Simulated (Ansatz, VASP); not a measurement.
## SnP2 in VASP and in Ansatz

```xyz
3
Lattice="2.0583 1.1883 4.8390 -2.0583 1.1883 4.8390 0.0000 -2.3767 4.8390" Properties=species:S:1:pos:R:3 pbc="T T T"
Sn    0.0000    0.0000    0.0000
P     0.0000    0.0000    6.1981
P     0.0000    0.0000    8.3190
```

Alike in both runs: functional PBE; k mesh 15 × 15 × 15; occupations gaussian, width 0.1 eV; no spin polarisation.

Ansatz relaxed the structure, and its values are those at the end. VASP's run is a single point on that final structure, the one shown.

```csv
,VASP,Ansatz
version,VASP 6.6.1,Ansatz 0.2.0
potentials or method,"VASP PAW PBE potentials, release 64 (Sn_d, P)","scalar-relativistic, plane waves, PAW"
plane-wave cutoff (eV),520,420
valence electrons in the cell,24,24
```

VASP gave:

- gap on the k mesh at the Fermi level (eV): none
- pressure (GPa): -0.1
- rms of the force components (eV/Å): 0.024

Task: What did Ansatz give for the same quantities?

Result: gap on the k mesh at the Fermi level (eV): none; pressure (GPa): 0.0; rms of the force components (eV/Å): 0.001.

A gap of «none» marks a metal or a gap that the smearing closes.
